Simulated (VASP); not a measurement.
Output of a VASP run:

### OSZICAR
```
       N       E                     dE             d eps       ncg     rms          rms(c)
DAV:   1     0.113977555963E+03    0.11398E+03   -0.82187E+03  1046   0.154E+03
DAV:   2    -0.237217873353E+01   -0.11635E+03   -0.10806E+03  1116   0.366E+02
DAV:   3    -0.918335377157E+01   -0.68112E+01   -0.67906E+01  1190   0.894E+01
DAV:   4    -0.925726641666E+01   -0.73913E-01   -0.73903E-01  1121   0.102E+01
DAV:   5    -0.925811389903E+01   -0.84748E-03   -0.84747E-03  1184   0.110E+00    0.492E+00
DAV:   6    -0.850039288993E+01    0.75772E+00   -0.33386E+00  1228   0.182E+01    0.189E+00
DAV:   7    -0.849300170109E+01    0.73912E-02   -0.31630E-02  1064   0.291E+00    0.105E+00
DAV:   8    -0.850051739498E+01   -0.75157E-02   -0.35813E-02  1040   0.515E+00    0.135E-01
DAV:   9    -0.850178453803E+01   -0.12671E-02   -0.61413E-03  1115   0.898E-01    0.916E-02
DAV:  10    -0.850171770452E+01    0.66834E-04   -0.10204E-03  1103   0.383E-01    0.240E-02
DAV:  11    -0.850172634260E+01   -0.86381E-05   -0.77240E-05  1070   0.175E-01    0.493E-03
DAV:  12    -0.850172852832E+01   -0.21857E-05   -0.80028E-06  1142   0.375E-02    0.369E-03
DAV:  13    -0.850172846835E+01    0.59975E-07   -0.88803E-07  1070   0.101E-02
   1 F= -.85017285E+01 E0= -.85017285E+01  d E =-.106237E-17
```

### OUTCAR
```
------------------------ aborting loop because EDIFF is reached ----------------------------------------
  FORCE on cell =-STRESS in cart. coord.  units (eV):
  Direction    XX          YY          ZZ          XY          YZ          ZX
  --------------------------------------------------------------------------------------
  Total       -0.1867476     -0.1867476     -0.1867476      0.0000000     -0.0000000      0.0000000
  in kB      -11.4023603    -11.4023603    -11.4023603      0.0000000     -0.0000000      0.0000000
  external PRESSURE =     -11.4023603 kB  Pullay stress =       0.0000000 kB
  volume of cell :       26.24
      direct lattice vectors                 reciprocal lattice vectors
     0.000000000  2.358560057  2.358560057    -0.211993754  0.211993754  0.211993754
     2.358560057  0.000000000  2.358560057     0.211993754 -0.211993754  0.211993754
     2.358560057  2.358560057  0.000000000     0.211993754  0.211993754 -0.211993754
  FREE ENERGIE OF THE ION-ELECTRON SYSTEM (eV)
  ---------------------------------------------------
  free  energy   TOTEN  =        -8.5017284683 eV

  energy  without entropy=       -8.5017284683  energy(sigma->0) =       -8.50172847
```
(Selected blocks of OUTCAR.)

POSCAR:
```
NaF
1
    0.0000000000     2.3585600572     2.3585600572
    2.3585600572     0.0000000000     2.3585600572
    2.3585600572     2.3585600572     0.0000000000
Na F
1 1
Direct
  0.0000000000   0.0000000000   0.0000000000
  0.5000000000   0.5000000000   0.5000000000
```

Question: Reconstruct the remaining input files.

Answer: One answer among several that fit: the input of the run itself, AM05 GGA, plane waves, VASP's PBE PAW potentials (set 64).

INCAR:
```
PREC=Accurate
SYSTEM=NaF
ISMEAR=0
ISIF=2   # forces and stress, cell fixed
LWAVE=.False.
NELM=100   # most electronic steps
LASPH=.True.   # aspherical one-centre terms
ALGO=Normal
LCHARG=.False.
SIGMA=0.05
LREAL=.False.   # projection in real space or not
ENCUT=520   # plane-wave cut-off (eV)
EDIFF=1E-7   # SCF stop (eV)
GGA=AM   # AM05
```

### KPOINTS
```
Automatic
0
G
 10 10 10
0 0 0
```

POTCAR, in this order: Na_pv F (PBE.64 set). Program: vasp_std.

The compound is NaF in the rock salt structure. This cell is one point of a volume scan, at 1.03 of the reference volume.
